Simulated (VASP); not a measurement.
```
CELL_PARAMETERS angstrom
      0.00000     2.32029     2.32029
      2.32029     0.00000     2.32029
      2.32029     2.32029     0.00000
ATOMIC_POSITIONS crystal
  Ga 0.00000 0.00000 0.00000
  N  0.25000 0.25000 0.25000
```

The numbers are results of r2SCAN meta-GGA, VASP's PBE PAW potentials (set 64) (plane waves; VASP), not measurements. Settings: 600 eV cut-off, 10×10×10 Γ-centred mesh, Gaussian smearing of 0.050 eV, potentials Ga_d N.

Give the stress tensor in GPa (positive for a compressed cell).

```
-14.30    0.00    0.00
  0.00  -14.30    0.00
  0.00    0.00  -14.30
```
The pressure is its mean diagonal, -14.30 GPa.

The compound is GaN in the zinc blende structure, a metastable form; wurtzite is the usual one. This cell was strained or had an atom moved on purpose.
